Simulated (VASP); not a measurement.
# K(110): what the settings do to the level below the vacuum, part 4 of 4

How far does the level below the vacuum of K(110) depend on the numerical settings, and how far on the functional?

VASP 6.6.1, plane waves and PAW; the level of theory is named at each step.

So far, highest filled level below the vacuum (eV): step 2 (the base run, PBE) 2.37; step 11 (a lower cutoff, ENCUT 210, PBE) 2.37; step 13 (another smearing width, SIGMA 0.02, PBE) 2.38; step 14 (another smearing width, SIGMA 0.4, PBE) 2.37; step 16 (another level, functional LDA, disp none) 2.51.

### Step 17. Another level, functional PBEsol, disp none

This step: PBEsol; plane waves and PAW (K_pv) (VASP 6.6.1).

The input, INCAR:

```
SYSTEM = K
PREC = Normal
ENCUT = 350
EDIFF = 1E-06
NELM = 120
ISMEAR = 1
SIGMA = 0.1
LREAL = .FALSE.
ALGO = Normal
GGA = PS
NBANDS = 31
LORBIT = 11
LWAVE = .FALSE.
LCHARG = .FALSE.
KPAR = 4
IDIPOL = 3
LDIPOL = .TRUE.
DIPOL = 0.5 0.5 0.5
LVHAR = .TRUE.
LVACPOTAV = .TRUE.
```

The input, POSCAR:

```
K
1.0
    3.6981684656     -2.6150000000      0.0000000000
    3.6981684656      2.6150000000      0.0000000000
    0.0000000000      0.0000000000     40.1890107936
K
7
Direct
    0.0000000000      0.0000000000      0.2239418145
    0.5000000000      0.5000000000      0.3159612097
    0.0000000000      0.0000000000      0.4079806048
    0.5000000000      0.5000000000      0.5000000000
    0.0000000000      0.0000000000      0.5920193952
    0.5000000000      0.5000000000      0.6840387903
    0.0000000000      0.0000000000      0.7760581855
```

The input, KPOINTS:

```
Automatic mesh
0
Gamma
6 6 1
0 0 0
```

The projector-augmented-wave data sets are K_pv (PBE family, release 64).

The run is started by

```console
$ mpirun -np 4 vasp_std
```

What it wrote:

```text
[banner, memory and clock lines left out]
running    4 mpi-ranks, on    1 nodes
[...]
[... a notice as in an earlier step ...]

 LDA part: xc-table for (Slater+PW92), standard interpolation
 POSCAR, INCAR and KPOINTS ok, starting setup
[...]
entering main loop
       N       E                     dE             d eps       ncg     rms          rms(c)
DAV:   1     0.106578572944E+03    0.10658E+03   -0.16969E+04  1118   0.830E+02
DAV:   2    -0.420078877295E+01   -0.11078E+03   -0.10574E+03   911   0.172E+02
DAV:   3    -0.755148225011E+01   -0.33507E+01   -0.31986E+01  1015   0.256E+01
DAV:   4    -0.764682174898E+01   -0.95339E-01   -0.94997E-01  1001   0.393E+00
[...]
DAV:  22    -0.746048206486E+01   -0.27306E-05   -0.94253E-08   480   0.855E-04    0.188E-04
DAV:  23    -0.746048418315E+01   -0.21183E-05   -0.10680E-07   480   0.561E-04    0.160E-04
DAV:  24    -0.746048466398E+01   -0.48082E-06   -0.24552E-08   487   0.361E-04
 [... a notice as in an earlier step ...]

   1 F= -.74604847E+01 E0= -.74600766E+01  d E =-.122411E-02
```

It took 89 s on 4 MPI ranks of AMD EPYC 7R43, shared host; peak memory 1.5 GiB.

From OUTCAR (step 17):

```text
  Total       -0.0681384     -0.3996178     -0.0777667      0.0000000      0.0000000      0.0000000
  in kB       -0.1404452     -0.8236823     -0.1602908      0.0000000      0.0000000      0.0000000
  external PRESSURE =      -0.3748061 kB  Pullay stress =       0.0000000 kB

 POSITION                                       TOTAL-FORCE (eV/Angst)
 -----------------------------------------------------------------------------------
      0.00000      0.00000      9.00000         0.000000      0.000000     -0.001041
      3.69817      0.00000     12.69817        -0.000000      0.000000      0.010495
      0.00000      0.00000     16.39634         0.000000      0.000000     -0.007881
      3.69817      0.00000     20.09451         0.000000     -0.000000     -0.000000
      0.00000      0.00000     23.79267         0.000000      0.000000      0.007881
      3.69817      0.00000     27.49084        -0.000000      0.000000     -0.010495
      0.00000      0.00000     31.18901         0.000000      0.000000      0.001041
 -----------------------------------------------------------------------------------
    total drift:                                0.000000      0.000000      0.000000

  FREE ENERGIE OF THE ION-ELECTRON SYSTEM (eV)
  ---------------------------------------------------
  free  energy   TOTEN  =        -7.4604846640 eV

  energy  without entropy=       -7.4592605587  energy(sigma->0) =       -7.46007663

[... 2 parts as in an earlier step ...]

[... 1 further part left out ...]
[key lines of the parts left out:]
E-fermi :  -1.5726
```

The PAW data sets were made with PBE, which is usual practice but a small mismatch for other functionals.

Against the base run its depth below the vacuum changes by +0.02 eV.

### Step 18. Another level, functional RPBE, disp none

This step: RPBE; plane waves and PAW (K_pv) (VASP 6.6.1).

Edit INCAR of step 17 so:

```diff
@@ -9,3 +9,3 @@
 ALGO = Normal
-GGA = PS
+GGA = RP
 NBANDS = 31
```

POSCAR is that of step 17.

KPOINTS is that of step 17.

The run is started by

```console
$ mpirun -np 4 vasp_std
```

What it wrote:

```text
[... set-up lines as in an earlier step ...]
 entering main loop
       N       E                     dE             d eps       ncg     rms          rms(c)
DAV:   1     0.107116551734E+03    0.10712E+03   -0.17048E+04  1118   0.830E+02
DAV:   2    -0.276934756472E+01   -0.10989E+03   -0.10487E+03   911   0.172E+02
DAV:   3    -0.612913522708E+01   -0.33598E+01   -0.32049E+01  1000   0.254E+01
DAV:   4    -0.622843860573E+01   -0.99303E-01   -0.98914E-01  1001   0.401E+00
[...]
DAV:  21    -0.610366976904E+01   -0.25996E-05   -0.10594E-07   480   0.115E-03    0.245E-04
DAV:  22    -0.610367489760E+01   -0.51286E-05   -0.39983E-07   515   0.896E-04    0.216E-04
DAV:  23    -0.610367563600E+01   -0.73841E-06   -0.39241E-08   501   0.411E-04
 [... a notice as in an earlier step ...]

   1 F= -.61036756E+01 E0= -.61032442E+01  d E =-.129441E-02
```

Wall time 89 s (4 MPI ranks); peak memory 1.5 GiB.

From OUTCAR (step 18):

```text
  Total        1.4315793      1.0929928      1.2149658      0.0000000      0.0000000      0.0000000
  in kB        2.9507356      2.2528496      2.5042571      0.0000000      0.0000000      0.0000000
  external PRESSURE =       2.5692808 kB  Pullay stress =       0.0000000 kB

 POSITION                                       TOTAL-FORCE (eV/Angst)
 -----------------------------------------------------------------------------------
      0.00000      0.00000      9.00000        -0.000000     -0.000000     -0.058325
      3.69817      0.00000     12.69817        -0.000000     -0.000000      0.008683
      0.00000      0.00000     16.39634        -0.000000     -0.000000     -0.006961
      3.69817      0.00000     20.09451         0.000000      0.000000      0.000000
      0.00000      0.00000     23.79267        -0.000000     -0.000000      0.006961
      3.69817      0.00000     27.49084         0.000000     -0.000000     -0.008683
      0.00000      0.00000     31.18901        -0.000000     -0.000000      0.058325
 -----------------------------------------------------------------------------------
    total drift:                                0.000000      0.000000      0.000000

  FREE ENERGIE OF THE ION-ELECTRON SYSTEM (eV)
  ---------------------------------------------------
  free  energy   TOTEN  =        -6.1036756360 eV

  energy  without entropy=       -6.1023812289  energy(sigma->0) =       -6.10324417

[... 2 parts as in an earlier step ...]

[... 1 further part left out ...]
[key lines of the parts left out:]
E-fermi :  -1.4267
```

Against the base run its depth below the vacuum changes by -0.08 eV.

### Step 19. Another level, functional optB88-vdW, disp nonlocal

This step: optB88-vdW; plane waves and PAW (K_pv) (VASP 6.6.1).

Edit INCAR of step 18 so:

```diff
@@ -9,3 +9,8 @@
 ALGO = Normal
-GGA = RP
+GGA = BO
+AGGAC = 0
+LUSE_VDW = .TRUE.
+PARAM1 = 0.1833333333
+PARAM2 = 0.22
+LASPH = .TRUE.
 NBANDS = 31
```

POSCAR is that of step 18.

KPOINTS is that of step 18.

The run is started by

```console
$ mpirun -np 4 vasp_std
```

What it wrote:

```text
[banner, memory and clock lines left out]
running    4 mpi-ranks, on    1 nodes
[...]
|                                                                             |
|               ----> ADVICE to this user running VASP <----                  |
|                                                                             |
|     You have switched on vdW-DFT.                                           |
|     This routine was written and supplied by Jiri Klimes. We recommend      |
|     that you carefully read and cite the following publications:            |
|       J. Klimes, D.R. Bowler, A. Michelides                                 |
|          J. Phys.: Cond Matt. 22 022201 (2010)                              |
|       J. Klimes, D.R. Bowler, A. Michelides                                 |
|          Phys. Rev. B. 83, 195131 (2011)                                    |
|     and references therein.                                                 |
|                                                                             |

 [... a notice as in an earlier step ...]

 LDA part: xc-table for (Slater+PW92), standard interpolation
 POSCAR, INCAR and KPOINTS ok, starting setup
[...]
entering main loop
       N       E                     dE             d eps       ncg     rms          rms(c)
DAV:   1     0.120669846318E+03    0.12067E+03   -0.17017E+04  1118   0.830E+02
DAV:   2     0.106335052507E+02   -0.11004E+03   -0.10499E+03   911   0.171E+02
DAV:   3     0.729953896571E+01   -0.33340E+01   -0.31873E+01  1000   0.251E+01
DAV:   4     0.719665100425E+01   -0.10289E+00   -0.10249E+00  1001   0.398E+00
[...]
DAV:  24     0.734346590169E+01   -0.14011E-04   -0.11248E-05   596   0.272E-03    0.227E-04
DAV:  25     0.734346254096E+01   -0.33607E-05   -0.16667E-06   501   0.201E-03    0.603E-05
DAV:  26     0.734346171335E+01   -0.82761E-06   -0.74824E-07   494   0.120E-03
 [... a notice as in an earlier step ...]

   1 F= 0.73434617E+01 E0= 0.73437131E+01  d E =-.754101E-03
```

Run time: 7.5 min. Hardware: 4 MPI ranks; peak memory 3.6 GiB; 30 min of CPU time.

Parts of OUTCAR (step 19):

```text
  Total       -0.4362153     -0.7592860     -0.3374409      0.0000000      0.0000000      0.0000000
  in kB       -0.8991161     -1.5650214     -0.6955247      0.0000000      0.0000000      0.0000000
  external PRESSURE =      -1.0532208 kB  Pullay stress =       0.0000000 kB

 POSITION                                       TOTAL-FORCE (eV/Angst)
 -----------------------------------------------------------------------------------
      0.00000      0.00000      9.00000        -0.000000      0.000000      0.003810
      3.69817      0.00000     12.69817        -0.000000      0.000000      0.019355
      0.00000      0.00000     16.39634         0.000000      0.000000     -0.010617
      3.69817      0.00000     20.09451         0.000000     -0.000000     -0.000000
      0.00000      0.00000     23.79267        -0.000000      0.000000      0.010617
      3.69817      0.00000     27.49084        -0.000000      0.000000     -0.019355
      0.00000      0.00000     31.18901         0.000000      0.000000     -0.003810
 -----------------------------------------------------------------------------------
    total drift:                                0.000000      0.000000      0.000000

  FREE ENERGIE OF THE ION-ELECTRON SYSTEM (eV)
  ---------------------------------------------------
  free  energy   TOTEN  =         7.3434617134 eV

  energy  without entropy=        7.3442158148  energy(sigma->0) =        7.34371308

[... 2 parts as in an earlier step ...]

[... 1 further part left out ...]
[key lines of the parts left out:]
E-fermi :  -1.6353
```

Against the base run its depth below the vacuum changes by +0.15 eV.

### Step 20. Another level, functional r2SCAN, disp none

This step: r2SCAN; plane waves and PAW (K_pv) (VASP 6.6.1).

Edit INCAR of step 19 so:

```diff
@@ -9,7 +9,3 @@
 ALGO = Normal
-GGA = BO
-AGGAC = 0
-LUSE_VDW = .TRUE.
-PARAM1 = 0.1833333333
-PARAM2 = 0.22
+METAGGA = R2SCAN
 LASPH = .TRUE.
```

POSCAR is that of step 19.

KPOINTS is that of step 19.

The run is started by

```console
$ mpirun -np 4 vasp_std
```

What it wrote:

```text
[banner, memory and clock lines left out]
running    4 mpi-ranks, on    1 nodes
[...]
[... a notice as in an earlier step ...]

 LDA part: xc-table for (None), standard interpolation
 POSCAR, INCAR and KPOINTS ok, starting setup
[...]
entering main loop
       N       E                     dE             d eps       ncg     rms          rms(c)
DAV:   1     0.735774884299E+02    0.73577E+02   -0.17447E+04  1118   0.851E+02
DAV:   2    -0.423435765105E+02   -0.11592E+03   -0.11067E+03   911   0.180E+02
DAV:   3    -0.457166693315E+02   -0.33731E+01   -0.32170E+01  1000   0.259E+01
DAV:   4    -0.458162108268E+02   -0.99541E-01   -0.99161E-01   985   0.412E+00
[...]
DAV:  21    -0.414807718374E+02   -0.40879E-05   -0.30410E-07   522   0.219E-03    0.279E-04
DAV:  22    -0.414807788379E+02   -0.70005E-05   -0.12213E-06   523   0.256E-03    0.225E-04
DAV:  23    -0.414807792853E+02   -0.44733E-06   -0.99245E-08   508   0.152E-03
 [... a notice as in an earlier step ...]

   1 F= -.41480779E+02 E0= -.41480386E+02  d E =-.117979E-02
```

Run time: 5.2 min. Hardware: 4 MPI ranks; peak memory 1.6 GiB.

From OUTCAR (step 20):

```text
  Total        0.7902465      0.4196269      0.6560461     -0.0000000      0.0000000      0.0000000
  in kB        1.6288365      0.8649246      1.3522259     -0.0000000      0.0000000      0.0000000
  external PRESSURE =       1.2819957 kB  Pullay stress =       0.0000000 kB

 POSITION                                       TOTAL-FORCE (eV/Angst)
 -----------------------------------------------------------------------------------
      0.00000      0.00000      9.00000         0.000000      0.000000     -0.029630
      3.69817      0.00000     12.69817        -0.000000      0.000000      0.002093
      0.00000      0.00000     16.39634        -0.000000      0.000000     -0.007433
      3.69817      0.00000     20.09451        -0.000000     -0.000000      0.000000
      0.00000      0.00000     23.79267        -0.000000      0.000000      0.007433
      3.69817      0.00000     27.49084        -0.000000      0.000000     -0.002093
      0.00000      0.00000     31.18901         0.000000      0.000000      0.029630
 -----------------------------------------------------------------------------------
    total drift:                                0.000000      0.000000      0.000000

  FREE ENERGIE OF THE ION-ELECTRON SYSTEM (eV)
  ---------------------------------------------------
  free  energy   TOTEN  =       -41.4807792853 eV

  energy  without entropy=      -41.4795994995  energy(sigma->0) =      -41.48038602

[... 2 parts as in an earlier step ...]

[... 1 further part left out ...]
[key lines of the parts left out:]
E-fermi :  -1.4911
```

Against the base run its depth below the vacuum changes by -0.01 eV.

### Step 21. Side by side

Times are for 4 MPI ranks of AMD EPYC 7R43, shared host. The runs compared:

```csv
no.,functional,highest filled level below the vacuum (eV),time,memory (GiB)
1,LDA,2.508,76 s,1.2
2,PBEsol,2.394,89 s,1.5
3,RPBE,2.296,89 s,1.5
4,optB88-vdW,2.522,7.5 min,3.6
5,r2SCAN,2.359,5.2 min,1.6
```

### Step 22. All runs together

This step: slab, study of settings, base PBE; plane waves and PAW (VASP 6.6.1).

No new run; the numbers come from the runs before.

Numbers from this step:

| Property | Result |
| --- | --- |
| highest filled level below the vacuum | 2.373 eV |

Energies of other functionals are not comparable and are left out. All runs:

```csv
change from the base run,level below the vacuum (eV),shift (eV),energy change (meV/atom),core seconds
base,2.373,0,0,364
mesh 3 x 3,2.349,-0.024,-42,104
mesh 3 x 3,2.349,-0.024,-42,112
mesh 9 x 9,2.376,0.003,-6.8,508
vacuum 5 A,-,-,-17.7,152
vacuum 8 A,-,-,-1.3,256
vacuum 24 A,2.375,0.002,0,400
cutoff 210 eV,2.374,0.001,-0.1,144
cutoff 280 eV,2.374,0.001,-0.1,248
smearing 0.02 eV,2.379,0.006,0.2,332
smearing 0.4 eV,2.369,-0.004,-0.7,344
LDA,2.508,0.134,-,304
PBEsol,2.394,0.02,-,356
RPBE,2.296,-0.077,-,356
optB88-vdW,2.522,0.149,-,1792
r2SCAN,2.359,-0.014,-,1236
```

### Step 23. What came out

```yaml
highest_filled_level_below_the_vacuum: 2.37 eV
```

**Reading.** The base run puts the highest filled level 2.37 eV below the vacuum at the upper face. Among the meshes tried the largest shift is -0.02 eV (mesh 3 x 3, at 0.29 times the cost). The vacuum widths shift it by about 0.01 eV or less. The lower cutoffs shift it by about 0.01 eV or less. The smearing widths shift it by about 0.01 eV or less. With vacuum 5 A and vacuum 8 A the program printed no vacuum level, so no level is given there, and the line on vacuum widths holds for the others alone. The functionals span 0.23 eV, from RPBE to optB88-vdW. The program warns that it found no field-free region at its default tolerance, also in runs whose level could not be checked against a flat part of the potential; that adds doubt to those levels. The thickness of the slab was not varied, and the small cell can't reconstruct. Costs come from a shared host, and the base run also writes a finer density of states, so small ratios mean little. All runs hold the atoms as cut and share one family of PAW data sets, so relaxation and each functional's own lattice are left out. LASPH is on in the runs with optB88-vdW and r2SCAN and off in those with LDA, PBE, PBEsol and RPBE, so these rows differ in more than the functional.

[Lines on the potential files, build, host, timing and source positions are cut from VASP's logs without a mark.]

[Logs are printed without paths, hosts, clocks, repeated set-up lines and the standing remarks that a program may print on its own settings, such as how far it seeks lower states.]

[Hosts, paths, dates, database ids (printed as entryN), source tags and the programs' standing remarks are cut or masked in the printed files.]

[In band tables of VASP the shares of atoms and orbitals are scaled to a sum of 1 inside the atoms' spheres.]

[Runs that stopped without an error message from VASP are left out.]
